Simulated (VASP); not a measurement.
Calculation: PBEsol GGA, VASP's PBE PAW potentials (set 64) (plane waves; VASP).

VASP input:

**INCAR**
```
ALGO = Normal
EDIFF = 1E-6
EDIFFG = -0.01
ENCUT = 400
GGA = PS
IBRION = 2
ISIF = 3
ISMEAR = 1
LASPH = T
LCHARG = F
LMAXMIX = 6
LREAL = F
LWAVE = F
NELM = 100
NSW = 60
PREC = Accurate
SIGMA = 0.1
SYSTEM = Er
```

File POSCAR:
```
Er
1.0
  1.7623037176  -3.0523991530   0.0000000000
  1.7623037176   3.0523991530   0.0000000000
  0.0000000000   0.0000000000   5.4186908266
Er
2
Cart
  1.7623037176   1.0174684193   1.3546727066
  1.7623037176  -1.0174684193   4.0640181200
```

File KPOINTS:
```
Automatic mesh
0
Gamma
11 11 6
0 0 0
```

POTCAR, in this order: Er_3 (PBE.64 set). Program: vasp_std.

The 4f electrons are frozen in the core of the lanthanide potential, so 4f levels, which can set the real gap, and their magnetism are missing.

**Question.** What does the run give for the energy per atom (σ→0), band gap (on the k-mesh)?

**Answer.** 
```
Property                                                     Value
------------------------  ----------------------------------------
energy per atom (σ→0)                               -4.927 eV/atom
band gap (on the k-mesh)  none (metal, semimetal or under 0.01 eV)
```

OSZICAR:
```
...
DAV:   5    -0.984951991151E+01   -0.34360E-02   -0.34306E-02  2789   0.166E+00    0.253E+01
DAV:   6    -0.984444194341E+01    0.50780E-02   -0.29693E-02  2791   0.319E+00    0.151E+01
DAV:   7    -0.985357128370E+01   -0.91293E-02   -0.53196E-02  2691   0.426E+00    0.367E-01
DAV:   8    -0.985323648071E+01    0.33480E-03   -0.34699E-03  2698   0.846E-01    0.835E-02
DAV:   9    -0.985323544644E+01    0.10343E-05   -0.19523E-04  2838   0.200E-01    0.301E-02
DAV:  10    -0.985323097170E+01    0.44747E-05   -0.20125E-05  2809   0.563E-02    0.355E-02
DAV:  11    -0.985323120335E+01   -0.23165E-06   -0.72795E-07  1557   0.150E-02
   1 F= -.98532312E+01 E0= -.98547806E+01  d E =-.985323E+01
```

The compound is Er in the hcp structure. It was relaxed first. The start is the result of an earlier pass.
